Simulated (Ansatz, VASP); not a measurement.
## One calculation of ScB2, two programs

```
Sc B
1.0
     3.09990    0.00000    0.00000
    -1.54995    2.68460    0.00000
     0.00000    0.00000    3.45384
Sc B
1 2
Cartesian
  0.0000 0.0000 0.0000
  0.0000 1.7897 1.7269
  1.5500 0.8949 1.7269
```

Alike in both runs: functional LDA; k mesh 15 × 15 × 12; occupations gaussian, width 0.1 eV; no spin polarisation.

Ansatz relaxed the structure, and its values are those at the end. VASP's run is a single point on that final structure, the one shown.

|  | VASP | Ansatz |
| --- | --- | --- |
| version | VASP 6.6.1 | Ansatz 0.2.0 |
| potentials or method | VASP PAW LDA potentials, release 64 (Sc_sv, B) | scalar-relativistic, plane waves, PAW |
| plane-wave cutoff (eV) | 520 | 420 |
| valence electrons in the cell | 17 | 17 |

|  | VASP | Ansatz | Ansatz less VASP |
| --- | --- | --- | --- |
| gap on the k mesh at the Fermi level (eV) | none | none | - |
| pressure (GPa) | 0.7 | 0.0 | -0.74 |

A gap of «none» marks a metal or a gap that the smearing closes.
